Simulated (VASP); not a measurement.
An input for Ansatz (written as the equivalent of a VASP run, and not itself run):

Ansatz 0.2 input:
```yaml
crystal:
  lattice:
    - [3.1820860, 0.0000000, 0.0000000]
    - [-1.5910430, 2.7557670, 0.0000000]
    - [0.0000000, 0.0000000, 3.1055580]
  atoms:
    - { symbol: Y, position: [0.0000000, 0.0000000, 0.0000000] }
    - { symbol: N, position: [0.6666670, 0.3333330, 0.5000000] }
kpoints:
  mp_grid: { grid: [9, 9, 8] }
hamiltonian:
  xc: pbe
  pseudopotentials: { kind: paw }
scf:
  occupations: { method: gaussian, width: 0.05 }
  max_iter: 100
output: { forces: true, stress: true, eigenvalues: true }
```

**Question.** Translate this input to VASP (INCAR, KPOINTS, POSCAR, choice of POTCAR).

**Answer.** Several could match; the one computed here: 
File POSCAR:
```
YN
1
    3.1820860000     0.0000000000     0.0000000000
   -1.5910430000     2.7557670000     0.0000000000
    0.0000000000     0.0000000000     3.1055580000
Y N
1 1
Direct
  0.0000000000   0.0000000000   0.0000000000
  0.6666670000   0.3333330000   0.5000000000
```

### INCAR
```
ALGO = Normal
EDIFF = 1E-6
ENCUT = 800
GGA = PE
ISIF = 2
ISMEAR = 0
LASPH = T
LCHARG = F
LMAXMIX = 4
LREAL = F
LWAVE = F
NELM = 100
PREC = Accurate
SIGMA = 0.05
SYSTEM = YN
```

### KPOINTS
```
Automatic mesh
0
Gamma
9 9 8
0 0 0
```

POTCAR, in this order: Y_sv N (PBE.64 set). Program: vasp_std.

What does not carry over: each code has its own PAW files, so the cut-off isn't converted (ENCUT is set for VASP's; basis.ecutwfc is left out, and Ansatz then takes the one that its files recommend); Ansatz stops its SCF on the density residual and VASP on the energy change (EDIFF).

The structure was generated: YN was put into the WC type (P-6m2), which need not be its known phase. The cell was not relaxed at this level. The run is one of a series of settings (ENCUT = 800 against the base run), some of them coarse on purpose.
